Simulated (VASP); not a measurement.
The cell holds one CdSe (wurtzite) (1 0 -1 0) slab, with vacuum along c, ions free to move until forces fall under 0.03 eV/Å, no reconstruction beyond this cell, dipole correction on. Ionisation potential and electron affinity count from the cell's own band edges, surface states included.

Here is the system:

```
CdSe
1.0
    7.02522     0.00000     0.00000
    0.00000     4.31113     0.00000
    0.00000     0.00000    26.23948
Cd Se
6 6
Direct
  0.05285   0.00000   0.64039
  0.47913   0.50000   0.62377
  0.98315   0.50000   0.52038
  0.48315   0.00000   0.47962
  0.97913   0.00000   0.37623
  0.55285   0.50000   0.35961
  0.38817   0.00000   0.67496
  0.86401   0.50000   0.61654
  0.36069   0.50000   0.52686
  0.86069   0.00000   0.47314
  0.36401   0.00000   0.38346
  0.88817   0.50000   0.32504
```

All values below come from PBEsol GGA, VASP's PBE PAW potentials (set 64) (plane waves; VASP). Settings: 400 eV cut-off, 3×5×1 Γ-centred mesh, Gaussian smearing of 0.050 eV, potentials Cd Se.

Slab and bulk use different k-meshes, so the surface energy is good to a few per cent at best.

### Question
Predict its surface energy, ionisation potential, electron affinity, band gap (on the k-mesh).

### Answer

* **surface energy**: 0.31 J/m²
* **ionisation potential**: 5.69 eV
* **electron affinity**: 4.55 eV
* **band gap (on the k-mesh)**: 1.14 eV

The cell is a thin slab with vacuum, built from CdSe (wurtzite): (100) face.
